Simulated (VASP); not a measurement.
# Ba2SeO with PBE: from relaxation to properties, part 3 of 5

Wanted: the relaxed cell of Ba2SeO and its properties. The cell is invented: it takes the structure of COD entry 9008673, MgSe (space group 225 there), with some of its atoms replaced by other elements, volume scaled by an estimate. It may not be a known or stable phase. The atoms of the start are displaced at random from the sites of a P4/mmm cell.

VASP 6.6.1; PBE; plane waves and PAW (Ba_sv, Se, O); invented cell.

So far, gap on the k-mesh (eV): step 3 (relaxing cell and atoms (PBE)) 2.08.

### Step 6. Bands along the symmetry lines (PBE)

The mesh alone shows little of the dispersion and can miss band extrema, so KPOINTS_OPT adds a path through the symmetry points after the self-consistent cycle.

File INCAR:

```
SYSTEM = Ba2SeO
PREC = Accurate
ENCUT = 520
EDIFF = 1E-06
NELM = 100
ISMEAR = 0
SIGMA = 0.05
LREAL = .FALSE.
ALGO = Normal
GGA = PE
NBANDS = 30
LORBIT = 11
LWAVE = .FALSE.
LCHARG = .FALSE.
KPAR = 2
```

File POSCAR:

```
Ba2SeO
1.0
    4.7404832200      0.0000000000      0.0000000000
    0.0000000000      4.4389628300      0.0000000000
   -0.0735353900      0.0000000000      6.5383073500
Ba Se O
2 1 1
Direct
    0.4996762360      0.5000000000      0.4370531020
    0.1262429400      0.0000000000      0.9948535090
    0.9963588130      0.0000000000      0.5017322050
    0.3825050120      0.5000000000      0.0670541840
```

File KPOINTS:

```
Automatic mesh
0
Gamma
4 5 3
0 0 0
```

File KPOINTS_OPT:

```
Line mode
16
Line-mode
Reciprocal
  0.00000000   0.00000000   0.00000000 GAMMA
  0.00000000   0.00000000   0.50000000 Y

  0.00000000   0.00000000   0.50000000 Y
 -0.49598608   0.00000000   0.50769384 H

 -0.49598608   0.00000000   0.50769384 H
 -0.50000000   0.00000000   0.50000000 C

 -0.50000000   0.00000000   0.50000000 C
 -0.50000000   0.50000000   0.50000000 E

 -0.50000000   0.50000000   0.50000000 E
 -0.50401392   0.50000000   0.49230616 M1

 -0.50401392   0.50000000   0.49230616 M1
 -0.50000000   0.50000000   0.00000000 A

 -0.50000000   0.50000000   0.00000000 A
 -0.50000000   0.00000000   0.00000000 X

 -0.50000000   0.00000000   0.00000000 X
 -0.50401392   0.00000000   0.49230616 H1

 -0.49598608   0.50000000   0.50769384 M
  0.00000000   0.50000000   0.50000000 D

  0.00000000   0.50000000   0.50000000 D
  0.00000000   0.50000000   0.00000000 Z

  0.00000000   0.00000000   0.50000000 Y
  0.00000000   0.50000000   0.50000000 D
```

The projector-augmented-wave data sets are Ba_sv, Se and O (PBE family, release 64).

Launch:

```
$ mpirun -np 2 vasp_std
```

The program printed:

```text
[... set-up lines as in an earlier step ...]
 entering main loop
       N       E                     dE             d eps       ncg     rms          rms(c)
DAV:   1     0.194602239333E+03    0.19460E+03   -0.13216E+04  1260   0.911E+02
DAV:   2    -0.922475777430E+01   -0.20383E+03   -0.18747E+03  1708   0.193E+02
DAV:   3    -0.246208195506E+02   -0.15396E+02   -0.15251E+02  1622   0.537E+01
DAV:   4    -0.250120881056E+02   -0.39127E+00   -0.39037E+00  1892   0.732E+00
DAV:   5    -0.250145320323E+02   -0.24439E-02   -0.24438E-02  1564   0.582E-01    0.117E+01
DAV:   6    -0.211163107176E+02    0.38982E+01   -0.14875E+01  1384   0.159E+01    0.773E+00
DAV:   7    -0.207928622317E+02    0.32345E+00   -0.15761E+00  1472   0.613E+00    0.295E+00
DAV:   8    -0.207192216516E+02    0.73641E-01   -0.26444E-01  1442   0.300E+00    0.115E+00
DAV:   9    -0.207325915091E+02   -0.13370E-01   -0.42073E-02  1492   0.115E+00    0.321E-01
DAV:  10    -0.207403269806E+02   -0.77355E-02   -0.69435E-03  1424   0.451E-01    0.175E-01
DAV:  11    -0.207414148044E+02   -0.10878E-02   -0.19889E-03  1482   0.192E-01    0.694E-02
DAV:  12    -0.207416701527E+02   -0.25535E-03   -0.40213E-04  1458   0.137E-01    0.366E-02
DAV:  13    -0.207416539149E+02    0.16238E-04   -0.10750E-04  1490   0.554E-02    0.105E-02
DAV:  14    -0.207416613091E+02   -0.73942E-05   -0.39970E-05  1506   0.265E-02    0.115E-02
DAV:  15    -0.207416604103E+02    0.89879E-06   -0.85205E-06  1532   0.166E-02
   1 F= -.20741660E+02 E0= -.20741660E+02  d E =-.300556E-14
 Start KPOINTS_OPT (optional k-point list driver)
k-point batch [1-21\176]
       N       E                     dE             ncg
DAV:   1    -0.145879285848E+04   -0.61802E+04     1260
DAV:   2    -0.557688427043E+04   -0.41181E+04     1634
DAV:   3    -0.590449246745E+04   -0.32761E+03     1742
DAV:   4    -0.591436419405E+04   -0.98717E+01     1786
DAV:   5    -0.591445279864E+04   -0.88605E-01     1646
DAV:   6    -0.591445455644E+04   -0.17578E-02     1700
DAV:   7    -0.591445460604E+04   -0.49598E-04     1494
DAV:   8    -0.591445460812E+04   -0.20793E-05      970
DAV:   9    -0.591445460822E+04   -0.10094E-06      980
[...]
k-point batch [169-176\176]
       N       E                     dE             ncg
DAV:   1     0.632046728593E+04   -0.63116E+04      480
DAV:   2     0.477016466460E+04   -0.15503E+04      630
DAV:   3     0.464925064355E+04   -0.12091E+03      658
DAV:   4     0.464487638363E+04   -0.43743E+01      716
DAV:   5     0.464485367601E+04   -0.22708E-01      592
DAV:   6     0.464485330801E+04   -0.36800E-03      708
DAV:   7     0.464485330653E+04   -0.14754E-05      524
DAV:   8     0.464485330649E+04   -0.42024E-07      436
```

The job ended after 83 s (2 MPI ranks of Intel Xeon 6975P-C (Granite Rapids), shared host; peak memory 0.65 GiB).

From OUTCAR (step 6):

```text
   k-points           NKPTS =     21   k-points in BZ     NKDIM =     21   number of bands    NBANDS=     30

   NELECT =      32.0000    total number of electrons

 E-fermi :   0.9198

 k-point     1 :       0.0000    0.0000    0.0000
  band No.  band energies     occupation
    ...
     12      -0.1216      2.00000
     13      -0.0503      2.00000
     14       0.1322      2.00000
     15       0.3165      2.00000
     16       0.6659      2.00000
     17       2.7498      0.00000
     18       3.1788      0.00000
     19       5.1237      0.00000
     20       5.1266      0.00000
     21       5.3583      0.00000
    ...

  Total        0.0040114     -0.0007023      0.0140549      0.0000000      0.0000000      0.0006817
  in kB        0.0467125     -0.0081788      0.1636703      0.0000000      0.0000000      0.0079389
  external PRESSURE =       0.0674013 kB  Pullay stress =       0.0000000 kB

 POSITION                                       TOTAL-FORCE (eV/Angst)
 -----------------------------------------------------------------------------------
      2.33657      2.21948      2.85759        -0.000096      0.000000     -0.001280
      0.52530      0.00000      6.50466        -0.003895      0.000000     -0.000557
      4.68633      0.00000      3.28048         0.000353      0.000000      0.002412
      1.80833      2.21948      0.43842         0.003638      0.000000     -0.000575
 -----------------------------------------------------------------------------------
    total drift:                                0.000598      0.000000     -0.000840

  FREE ENERGIE OF THE ION-ELECTRON SYSTEM (eV)
  ---------------------------------------------------
  free  energy   TOTEN  =       -20.7416604103 eV

  energy  without entropy=      -20.7416604103  energy(sigma->0) =      -20.74166041

[... 8 parts as in an earlier step ...]

[... 8 further parts left out ...]
```

Spin-orbit coupling is off here; with elements this heavy it splits and shifts levels by tenths of an eV or more.

Numbers from this step:

| Quantity | Value |
| --- | --- |
| SCF cycles | 15 |
| bands | 30 |
| Fermi energy | 0.9198 eV |
| pressure | 0.006740 GPa |
| least gap on mesh and path | 2.084 eV |
| least direct gap on mesh and path | 2.084 eV |

The electronic bands at the labelled points (eV, zero at the valence-band top; v1 is the highest filled band, c1 the lowest empty one):

```
          point     v4     v3     v2     v1    c1    c2    c3    c4
              Γ  -0.72  -0.53  -0.35   0.00  2.08  2.51  4.46  4.46
0.47 of the way  -0.78  -0.66  -0.32  -0.04  2.32  2.68  4.10  4.62
              Y  -0.81  -0.77  -0.33  -0.09  2.35  3.04  3.98  4.93
0.53 of the way  -1.03  -0.90  -0.66  -0.53  3.38  3.63  4.31  4.88
              H  -1.10  -1.05  -0.77  -0.61  3.77  4.19  4.87  5.43
0.47 of the way  -1.10  -1.05  -0.77  -0.61  3.77  4.19  4.87  5.43
              C  -1.10  -1.05  -0.77  -0.61  3.77  4.19  4.87  5.43
0.47 of the way  -1.04  -0.89  -0.74  -0.51  3.59  3.98  4.44  5.35
              E  -0.76  -0.73  -0.67  -0.42  3.32  3.73  4.42  4.94
0.47 of the way  -0.76  -0.73  -0.67  -0.42  3.32  3.73  4.42  4.94
             M1  -0.76  -0.73  -0.67  -0.42  3.32  3.73  4.42  4.94
0.53 of the way  -0.79  -0.69  -0.54  -0.37  2.92  3.53  4.30  5.21
              A  -0.66  -0.62  -0.46  -0.33  2.86  3.38  4.08  5.28
0.53 of the way  -0.98  -0.68  -0.57  -0.42  3.04  3.84  4.38  4.98
              X  -0.91  -0.83  -0.81  -0.48  3.24  4.66  4.71  4.90
0.53 of the way  -1.02  -1.00  -0.79  -0.52  3.31  4.55  4.85  5.22
             H1  -1.10  -1.05  -0.77  -0.61  3.77  4.19  4.87  5.43
      jump to M  -0.76  -0.73  -0.67  -0.42  3.32  3.73  4.42  4.94
0.47 of the way  -0.90  -0.80  -0.71  -0.41  3.37  3.71  4.59  4.87
              D  -1.31  -0.79  -0.76  -0.38  3.23  3.88  4.65  5.06
0.53 of the way  -1.20  -0.74  -0.70  -0.38  3.26  3.69  4.42  4.49
              Z  -0.93  -0.70  -0.63  -0.39  3.21  3.51  4.09  4.46
      jump to Y  -0.81  -0.77  -0.33  -0.09  2.35  3.04  3.98  4.93
0.47 of the way  -0.89  -0.80  -0.68  -0.59  3.20  3.30  4.14  4.63
              D  -1.31  -0.79  -0.76  -0.38  3.23  3.88  4.65  5.06
```

Of the projections kept (Ba, Se, O), the largest for each band there; the rest of the weight can lie on other orbitals:

| point | v4 | v3 | v2 | v1 | c1 | c2 | c3 | c4 |
| --- | --- | --- | --- | --- | --- | --- | --- | --- |
| Γ | Se 0.65 | O 0.75 | Se 0.86 | Se 0.91 | Ba 0.62 | Ba 0.89 | Ba 0.93 | Ba 0.92 |
| Y | O 0.84 | O 0.80 | Se 0.88 | Se 0.92 | Ba 0.92 | Ba 0.66 | Ba 0.58 | Ba 0.92 |
| H | O 0.70 | O 0.48 | O 0.42 | O 0.79 | Ba 0.73 | Ba 0.71 | Ba 0.65 | Ba 0.86 |
| C | O 0.70 | O 0.48 | O 0.42 | O 0.79 | Ba 0.73 | Ba 0.71 | Ba 0.65 | Ba 0.86 |
| E | O 0.71 | Se 0.72 | Se 0.61 | O 0.88 | Ba 0.80 | Ba 0.69 | Ba 0.83 | Ba 0.92 |
| M1 | O 0.71 | Se 0.72 | Se 0.60 | O 0.88 | Ba 0.80 | Ba 0.69 | Ba 0.83 | Ba 0.92 |

The path finds the gap of the mesh within 0.02 eV, so the mesh comes close to both band edges.

### Step 7. Total and projected DOS (PBE)

Here the states are counted by energy and projected on the atoms. The mesh is finer than in the run before.

Edit INCAR of step 6 so:

```diff
@@ -5,3 +5,3 @@
 NELM = 100
-ISMEAR = 0
+ISMEAR = -5
 SIGMA = 0.05
@@ -15 +15,2 @@
 KPAR = 2
+NEDOS = 2001
```

POSCAR is that of step 6.

File KPOINTS:

```
Automatic mesh
0
Gamma
6 7 5
0 0 0
```

Launch:

```
$ mpirun -np 2 vasp_std
```

The program printed:

```text
[... set-up lines as in an earlier step ...]
 entering main loop
       N       E                     dE             d eps       ncg     rms          rms(c)
DAV:   1     0.195946709769E+03    0.19595E+03   -0.13229E+04  3840   0.912E+02
DAV:   2    -0.958470427281E+01   -0.20553E+03   -0.18870E+03  5216   0.193E+02
DAV:   3    -0.246445230662E+02   -0.15060E+02   -0.14919E+02  5068   0.535E+01
DAV:   4    -0.250126899810E+02   -0.36817E+00   -0.36749E+00  5678   0.719E+00
DAV:   5    -0.250158536297E+02   -0.31636E-02   -0.31635E-02  4864   0.597E-01    0.117E+01
DAV:   6    -0.211177560564E+02    0.38981E+01   -0.14933E+01  4170   0.159E+01    0.773E+00
DAV:   7    -0.207945539253E+02    0.32320E+00   -0.15778E+00  4478   0.612E+00    0.295E+00
DAV:   8    -0.207208681717E+02    0.73686E-01   -0.26427E-01  4374   0.302E+00    0.114E+00
DAV:   9    -0.207342596279E+02   -0.13391E-01   -0.41902E-02  4558   0.114E+00    0.324E-01
DAV:  10    -0.207419647883E+02   -0.77052E-02   -0.69590E-03  4264   0.453E-01    0.180E-01
DAV:  11    -0.207430918708E+02   -0.11271E-02   -0.21526E-03  4562   0.201E-01    0.703E-02
DAV:  12    -0.207433438247E+02   -0.25195E-03   -0.42109E-04  4442   0.142E-01    0.389E-02
DAV:  13    -0.207433239689E+02    0.19856E-04   -0.11443E-04  4510   0.578E-02    0.111E-02
DAV:  14    -0.207433325632E+02   -0.85943E-05   -0.50131E-05  4542   0.295E-02    0.133E-02
DAV:  15    -0.207433306948E+02    0.18684E-05   -0.11689E-05  4870   0.188E-02    0.391E-03
DAV:  16    -0.207433305260E+02    0.16883E-06   -0.17189E-06  3814   0.650E-03
   1 F= -.20743331E+02 E0= -.20743331E+02  d E =0.000000E+00
```

The job ended after 51 s (2 MPI ranks; peak memory 0.79 GiB; 1.7 min of CPU time).

OUTCAR, selected parts (step 7):

```text
   k-points           NKPTS =     64   k-points in BZ     NKDIM =     64   number of bands    NBANDS=     30

   NELECT =      32.0000    total number of electrons

 E-fermi :   0.6649

 k-point     1 :       0.0000    0.0000    0.0000
  band No.  band energies     occupation
    ...
     12      -0.1202      2.00000
     13      -0.0513      2.00000
     14       0.1333      2.00000
     15       0.3152      2.00000
     16       0.6644      2.00000
     17       2.7498      0.00000
     18       3.1786      0.00000
     19       5.1238      0.00000
     20       5.1266      0.00000
     21       5.3581      0.00000
    ...

  Total       -0.0134366     -0.0123327      0.0147478      0.0000000      0.0000000      0.0022456
  in kB       -0.1564703     -0.1436148      0.1717386      0.0000000      0.0000000      0.0261502
  external PRESSURE =      -0.0427821 kB  Pullay stress =       0.0000000 kB

 POSITION                                       TOTAL-FORCE (eV/Angst)
 -----------------------------------------------------------------------------------
      2.33657      2.21948      2.85759        -0.001686      0.000000     -0.000475
      0.52530      0.00000      6.50466        -0.008230      0.000000     -0.000831
      4.68633      0.00000      3.28048         0.006185      0.000000      0.001227
      1.80833      2.21948      0.43842         0.003732      0.000000      0.000080
 -----------------------------------------------------------------------------------
    total drift:                                0.000053      0.000000      0.000105

  FREE ENERGIE OF THE ION-ELECTRON SYSTEM (eV)
  ---------------------------------------------------
  free  energy   TOTEN  =       -20.7433305260 eV

  energy  without entropy=      -20.7433305260  energy(sigma->0) =      -20.74333053

[... 6 parts as in an earlier step ...]

[... 10 further parts left out ...]
```

This step gave:

* SCF cycles: 16
* irreducible k-points: 64
* Fermi energy: 0.6649 eV
* pressure: -0.004278 GPa
* gap on the k-mesh: 2.085 eV
* least direct gap on the k-mesh: 2.085 eV

The density of states has structure finer than the step of the table below, so its rows give means over 1 eV, whole bins alone (the curve runs from -12.0 to 5.64 eV). Peaks (eV: height): total -11.4: 23.2, -11.3: 39.5, -0.7: 18.4, -0.4: 15.6; O p -0.9: 3.98, -0.7: 7.07, -0.4: 7.74; Ba d 3.2: 1.44, 4.1: 1.21, 4.5: 2.02, 5.6: 2.52; Se p -1.5: 2.28, -0.9: 1.91, -0.7: 3.66; Ba p -11.4: 21.0, -11.3: 36.1, -10.7: 6.70.

States under -12.0 eV and over 5.6 eV are left out. The density of states by energy, zero at the valence-band top; means over each step; values in states/eV/cell:

```csv
energy (eV),total,O p,Ba d,Se p,Ba p,Se s
-11,6.36,0.0266,0.00672,0.00592,5.52,0.0708
-10,1.92,7.9e-4,0.00661,0.00135,0.606,0.971
-9,0,0,0,0,0,0
-8,0,0,0,0,0,0
-7,0,0,0,0,0,0
-6,0,0,0,0,0,0
-5,0,0,0,0,0,0
-4,0,0,0,0,0,0
-3,0,0,0,0,0,0
-2,0.985,0.0500,0.0450,0.313,0.00951,7.9e-4
-1,9.44,2.68,0.552,1.85,0.247,0.00389
0,1.75,0.677,0.0659,0.278,0.0583,3.2e-4
1,0,0,0,0,0,0
2,0.0417,0.00162,0.00648,6.6e-4,2.5e-4,7.9e-4
3,2.36,0.0924,0.591,0.0466,0.0324,0.0126
4,3.74,0.161,1.00,0.0937,0.0704,0.0238
5,3.98,0.127,1.44,0.107,0.0526,0.0421
```

The gap on this mesh is 2.09 eV. In the top eV of the valence band the largest shares in the PAW spheres are O p 34 %, Se p 17 % and Ba d 5 %. The rest lies in smaller channels or between the spheres.

(Part 3 of 5 ends here.)

[Lines on the potential files, build, host, timing and source positions are cut from VASP's logs without a mark.]

[Logs are printed without paths, hosts, clocks, repeated set-up lines and the standing remarks that a program may print on its own settings, such as how far it seeks lower states.]

[Hosts, paths, dates, database ids (printed as entryN), source tags and the programs' standing remarks are cut or masked in the printed files.]

[A measured line is paired with the nearest computed mode of its activity, which favours agreement.]
